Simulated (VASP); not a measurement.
Calculation: PBEsol GGA, VASP's PBE PAW potentials (set 64) (plane waves; VASP 6.6.1).

VASP input:

File POSCAR:
```
AuZn(110) slab
1
    3.1289641292     0.0000000000     0.0000000000
    0.0000000000     4.4250237843     0.0000000000
    0.0000000000     0.0000000000    25.9623881507
Zn Au
5 5
Direct
  0.5000000000   0.0000000000   0.3282667479
  0.5000000000   0.5000000000   0.4142886720
  0.5000000000   0.0000000000   0.5000000000
  0.5000000000   0.5000000000   0.5857113280
  0.5000000000   0.0000000000   0.6717332521
  0.0000000000   0.5000000000   0.3306429337
  0.0000000000   0.0000000000   0.4164779038
  0.0000000000   0.5000000000   0.5000000000
  0.0000000000   0.0000000000   0.5835220962
  0.0000000000   0.5000000000   0.6693570663
```

**INCAR**
```
LORBIT = 11   # lm-projected
GGA = PS
ISMEAR = 1
DIPOL = 0.5 0.5 0.5
SYSTEM = AuZn(110) slab
LVHAR = T
EDIFF = 1E-6   # SCF stop (eV)
PREC = Normal
LDIPOL = T
IDIPOL = 3
NELMIN = 4
ENCUT = 400
LASPH = T   # aspherical one-centre terms
LMAXMIX = 6   # l cut-off of mixed one-centre charges
NELM = 100
LCHARG = F
SIGMA = 0.1   # width (eV)
LREAL = F   # projection in real space or not
ALGO = Normal
LWAVE = F
```

File KPOINTS:
```
Automatic mesh
0
Gamma
9 6 1
0 0 0
```

POTCAR, in this order: Zn Au (PBE.64 set). Program: vasp_std. Read from the step before: WAVECAR.

The resulting files:

File OSZICAR:
```
       N       E                     dE             d eps       ncg     rms          rms(c)
DAV:   1    -0.281304073141E+02   -0.28130E+02   -0.94240E-05  3782   0.139E-01    0.153E-02
DAV:   2    -0.281303969284E+02    0.10386E-04   -0.62035E-05  3699   0.154E-01    0.879E-03
DAV:   3    -0.281303954328E+02    0.14956E-05   -0.48805E-06  2318   0.424E-02    0.218E-03
DAV:   4    -0.281303954815E+02   -0.48707E-07   -0.19229E-06  2041   0.665E-03
   1 F= -.28130395E+02 E0= -.28131939E+02  d E =0.462982E-02
```

File OUTCAR:
```
------------------------ aborting loop because EDIFF is reached ----------------------------------------
  FORCE on cell =-STRESS in cart. coord.  units (eV):
  Direction    XX          YY          ZZ          XY          YZ          ZX
  --------------------------------------------------------------------------------------
  Total       -4.5082543     -5.5769950     -0.6542678      0.0000000      0.0000000      0.0000000
  in kB      -20.0936188    -24.8570738     -2.9161193      0.0000000      0.0000000      0.0000000
  external PRESSURE =     -15.9556040 kB  Pullay stress =       0.0000000 kB
  volume of cell :      359.47
      direct lattice vectors                 reciprocal lattice vectors
     3.128964129  0.000000000  0.000000000     0.319594587  0.000000000  0.000000000
     0.000000000  4.425023784  0.000000000     0.000000000  0.225987486  0.000000000
     0.000000000  0.000000000 25.962388151     0.000000000  0.000000000  0.038517258
 POSITION                                       TOTAL-FORCE (eV/Angst)
 -----------------------------------------------------------------------------------
      1.56448      0.00000      8.52259         0.000000      0.000000      0.006387
      1.56448      2.21251     10.75592         0.000000     -0.000000      0.011757
      1.56448      0.00000     12.98119         0.000000      0.000000      0.000000
      1.56448      2.21251     15.20646         0.000000      0.000000     -0.011757
      1.56448      0.00000     17.43980         0.000000      0.000000     -0.006387
      0.00000      2.21251      8.58428         0.000000      0.000000      0.025032
      0.00000      0.00000     10.81276         0.000000      0.000000     -0.005297
      0.00000      2.21251     12.98119         0.000000      0.000000      0.000000
      0.00000      0.00000     15.14963         0.000000      0.000000      0.005297
      0.00000      2.21251     17.37811         0.000000      0.000000     -0.025032
 -----------------------------------------------------------------------------------
    total drift:                                0.000000      0.000000      0.000000
  FREE ENERGIE OF THE ION-ELECTRON SYSTEM (eV)
  ---------------------------------------------------
  free  energy   TOTEN  =       -28.1303954815 eV

  energy  without entropy=      -28.1350252967  energy(sigma->0) =      -28.13193875

 total charge

# of ion       s       p       d       tot
------------------------------------------
    1        0.562   0.364   9.752  10.679
    2        0.532   0.455   9.776  10.763
    3        0.530   0.474   9.776  10.780
    4        0.532   0.455   9.776  10.763
    5        0.562   0.364   9.752  10.679
    6        0.628   0.319   8.695   9.642
    7        0.634   0.394   8.699   9.727
    8        0.624   0.404   8.703   9.731
    9        0.634   0.394   8.699   9.727
   10        0.628   0.319   8.695   9.642
--------------------------------------------------
tot          5.867   3.942  92.322 102.132
```
(Selected blocks of OUTCAR.)

OUTCAR:
```
 val. band max:        0.0478743040   @ k =   0.3333   0.0000   0.0000

 cond. band min:       0.2262060987   @ k =   0.0000   0.5000   0.0000


 Fermi energy:         0.1426740102

 k-point     1 :       0.0000    0.0000    0.0000
  band No.  band energies     occupation
      1     -10.2541      2.00000
      2      -9.2645      2.00000
      3      -8.2829      2.00000
      4      -7.9728      2.00000
      5      -7.8680      2.00000
      6      -7.8486      2.00000
      7      -7.8200      2.00000
      8      -7.7889      2.00000
      9      -7.6833      2.00000
     10      -7.5099      2.00000
     11      -7.4534      2.00000
     12      -7.4524      2.00000
     13      -7.3361      2.00000
     14      -7.2467      2.00000
     15      -7.2418      2.00000
     16      -7.2341      2.00000
     17      -7.1617      2.00000
     18      -7.1578      2.00000
     19      -7.1174      2.00000
     20      -7.1118      2.00000
     21      -6.9200      2.00000
     22      -6.8778      2.00000
     23      -6.8771      2.00000
     24      -6.7334      2.00000
     25      -6.6942      2.00000
     26      -6.6872      2.00000
     27      -6.6806      2.00000
     28      -6.6800      2.00000
     29      -6.0892      2.00000
     30      -6.0590      2.00000
     31      -5.2318      2.00000
     32      -5.2210      2.00000
     33      -5.1564      2.00000
     34      -5.0012      2.00000
     35      -4.8289      2.00000
     36      -4.7561      2.00000
     37      -4.6303      2.00000
     38      -4.3359      2.00000
     39      -4.2203      2.00000
     40      -4.0623      2.00000
     41      -4.0421      2.00000
     42      -4.0130      2.00000
     43      -3.8204      2.00000
     44      -3.7377      2.00000
     45      -3.6957      2.00000
     46      -3.6735      2.00000
     47      -3.5451      2.00000
     48      -3.5202      2.00000
     49      -3.4729      2.00000
     50      -3.3078      2.00000
     51      -3.2215      2.00000
...
```

Unless said otherwise, spin-orbit coupling is left out, though it shifts the bands of the heavy elements here.

The cell is a thin slab with vacuum, built from AuZn (CsCl type): (110) face.
